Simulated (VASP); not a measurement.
Data:

```yaml
crystal:
  lattice:
    - [3.74307, 0.00000, 0.00000]
    - [-1.87153, 3.24159, 0.00000]
    - [0.00000, 0.00000, 5.78243]
  atoms:
    - { symbol: Si, position: [0.00000, 0.00000, 0.00000] }
    - { symbol: Si, position: [0.00000, 0.00000, 0.50000] }
    - { symbol: Ge, position: [0.33333, 0.66667, 0.25000] }
    - { symbol: Ge, position: [0.66667, 0.33333, 0.75000] }
```

All values below come from PBEsol GGA, VASP's PBE PAW potentials (set 64) (plane waves; VASP 6.6.1). Numerical set-up: 400 eV cut-off, Gaussian smearing of 0.050 eV, potentials Si Ge_d.

Question: Give the energies of bands 13 to 21 at the high-symmetry points, in eV from the Fermi level.

Answer: 
```json
[
 {"band": "13", "Γ": "-8.66", "M": "-6.49", "K": "-8.96", "A": "-3.93", "L": "-8.14", "H": "-8.40"},
 {"band": "14", "Γ": "-0.93", "M": "-5.85", "K": "-5.19", "A": "-3.93", "L": "-8.14", "H": "-8.40"},
 {"band": "15", "Γ": "-0.93", "M": "-5.70", "K": "-5.15", "A": "-0.24", "L": "-2.23", "H": "-5.51"},
 {"band": "16", "Γ": "0.11", "M": "-4.49", "K": "-3.37", "A": "-0.24", "L": "-2.23", "H": "-5.51"},
 {"band": "17", "Γ": "0.44", "M": "-3.31", "K": "-3.37", "A": "-0.24", "L": "-1.66", "H": "0.00"},
 {"band": "18", "Γ": "0.44", "M": "0.39", "K": "-3.26", "A": "-0.24", "L": "-1.66", "H": "0.00"},
 {"band": "19", "Γ": "1.70", "M": "0.68", "K": "-3.26", "A": "1.18", "L": "-0.61", "H": "0.94"},
 {"band": "20", "Γ": "2.07", "M": "1.20", "K": "5.67", "A": "1.18", "L": "-0.61", "H": "0.94"},
 {"band": "21", "Γ": "2.69", "M": "1.65", "K": "6.00", "A": "3.00", "L": "2.70", "H": "2.40"}
]
```

It has no gap at this level: it comes out as a metal or semimetal.

The structure was generated: SiGe was put into the NiAs type type (P6_3/mmc), which need not be its known phase. It was relaxed first, which changed the volume by +17 %.
